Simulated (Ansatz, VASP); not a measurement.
**Fitting the PBE energy curve of Tc3Sn**

Space group Fm-3m (No. 225). a = 6.344 Å, b = 6.344 Å, c = 6.344 Å, α = 90.00°, β = 90.00°, γ = 90.00°
| atom | site | symmetry | x | y | z |
| --- | --- | --- | --- | --- | --- |
| Sn | 4a | m-3m | 0.0000 | 0.0000 | 0.0000 |
| Tc | 4b | m-3m | 0.5000 | 0.0000 | 0.0000 |
| Tc | 8c | -43m | 0.2500 | 0.2500 | 0.7500 |

The cell comes from a database or a generator and needn't be the stable form of this composition.

The cell was scaled at fixed shape and fractions and run with Ansatz, Ansatz PAW, cutoff 500 eV; PBE, k mesh 7 × 7 × 7 on the cell of 4 atoms, fermi-dirac occupations of 0.05 eV, no spin polarisation, no spin-orbit coupling. Energies are those that the program minimises, any entropy of the smearing included. For a metal such a mesh isn't converged to the digits shown.

| V (Å³/atom) | energy over the lowest row (meV/atom) |
| --- | --- |
| 15.0030 | 33.36 |
| 15.3222 | ? |
| 15.6414 | 0.75 |
| 15.9606 | 0.00 |
| 16.2798 | 8.13 |
| 16.5990 | 24.16 |
| 16.9182 | 47.21 |

Q: Fit the third-order Birch-Murnaghan form, give V0, B0 and B′, and predict the energy left open.

A: With y = (V0/V)^(2/3), E = E0 + (9 V0 B0/16) [(y - 1)³ B′ + (y - 1)² (6 - 4y)]. Least squares through the rows shown give V0 = 15.8248 Å³/atom, E0 = -0.82 meV, B0 = 231.7 GPa (1 eV/Å³ = 160.218 GPa) and B′ = 4.77, with a largest miss of 0.01 meV. At V = 15.3222 the form with these constants gives 11.46 meV; the run gave 11.46 meV an atom. Other set-ups at this level, from all their volumes (Å³/atom, GPa): VASP, PBE PAW files Sn_d, Tc_pv, 520 eV: V0 15.817, B0 231.9.
